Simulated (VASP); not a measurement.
Here is a VASP 6.6.1 calculation.

INCAR

```
SYSTEM = CaH20Cl2O10
  PREC = Accurate
  ENCUT = 520
  EDIFF = 1E-6
  ISMEAR = -1
  SIGMA = 0.02
  LREAL = Auto
  LASPH = .True.
  NELM = 100
  ALGO = Normal
  ISIF = 2
  LWAVE = .False.
  LCHARG = .False.
  GGA = PE
  IVDW = 12
  NBANDS = 74
```

File KPOINTS:

```
regular mesh
0
Gamma
  1 1 1
  0 0 0
```

The input POSCAR:

```
CaH20Cl2O10
1.0
    7.3839930000      0.0000000000      0.0000000000
    0.0000000000      7.3839930000      0.0000000000
    0.0000000000      0.0000000000      7.3839930000
O H Ca Cl
10 20 1 2
Direct
    0.5252171826      0.1321371784      0.9181482160
    0.4587490806      1.0393157198      0.2954905293
    0.0643825096      0.8911709423      0.7780343237
    0.6909676106      0.8086546128     -0.1044556787
    0.7542396099      0.1768690734      0.4100897712
    0.1893284568      0.3521400955      0.2620127078
   -0.0143147481      0.6915634942      0.4934728405
    0.1953685492      0.5272756895     -0.0784399443
    0.9875957358      0.9326661063      0.1713706933
    0.6799166792      0.4450302160      0.6279258390
    0.6034133564      0.2198404034      0.9928503453
    0.4799977465      0.2164140730      0.8260029499
    0.4412788582      1.0199088759      0.1630689520
    0.4168070040      0.9274250395      0.3497159328
    0.1906285664      0.8704504460      0.7437981049
    0.0697996328      0.9535355735      0.8946379012
    0.6730640183      0.9441097791     -0.1065818995
    0.5772621940      0.7725088580     -0.1646534605
    0.6562438507      0.0913191548      0.3720886518
    0.7673761338      0.2645181273      0.3072321439
    0.0708153434      0.2951384163      0.2244585010
    0.2625273345      0.2440143158      0.2808101254
    0.0320287411      0.5957345843      0.4132452455
    0.0837487251      0.7757049607      0.4868368646
    0.3107803596      0.5356451448     -0.1493365446
    0.2250408417      0.4644506028      0.0405607102
    0.8822326890      0.8416584360      0.1744313680
    0.9307294847      1.0280074751      0.2408182131
    0.5754610006      0.5125140287      0.5814740074
    0.6968451893      0.3321915392      0.5512058313
    0.9019645604      0.5999057691      0.8002445289
    0.4092907455      0.7485110021      0.5862410758
    0.7973192824      0.3780610301      0.0797671395
```

Potentials or basis: VASP PAW PBE potentials, release 64 (O, H, Ca_sv, Cl).

Launch:

```sh
$ cat potpaw_PBE.64/O/POTCAR potpaw_PBE.64/H/POTCAR potpaw_PBE.64/Ca_sv/POTCAR potpaw_PBE.64/Cl/POTCAR > POTCAR
$ mpirun -np 1 vasp_gam > vasp.out
```

(1) What does it give for the dispersion energy per atom?

(2) Predict the largest force.

Results:

(1) -0.046 eV.

(2) 2.320 eV/Å.
